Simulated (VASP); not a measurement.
```
CELL_PARAMETERS angstrom
      0.00000     2.63526     2.63526
      2.63526     0.00000     2.63526
      2.63526     2.63526     0.00000
ATOMIC_POSITIONS crystal
  Ba 0.00000 0.00000 0.00000
  O  0.50000 0.50000 0.50000
```

These are PBE GGA, VASP's PBE PAW potentials (set 64) (plane waves; VASP 6.6.1) values and carry that method's errors. Settings: 620 eV cut-off, 9×9×9 Γ-centred mesh, Gaussian smearing of 0.050 eV, potentials Ba_sv O.

Estimate the energy per atom (σ→0), pressure.

```json
{
  "energy per atom (σ→0)": "-5.703 eV/atom",
  "pressure": "20.04 GPa"
}
```

The absolute energy has meaning only against runs of the same code, potentials and settings.

The compound is BaO in the rock salt structure. It was relaxed first under an external pressure of 20 GPa.
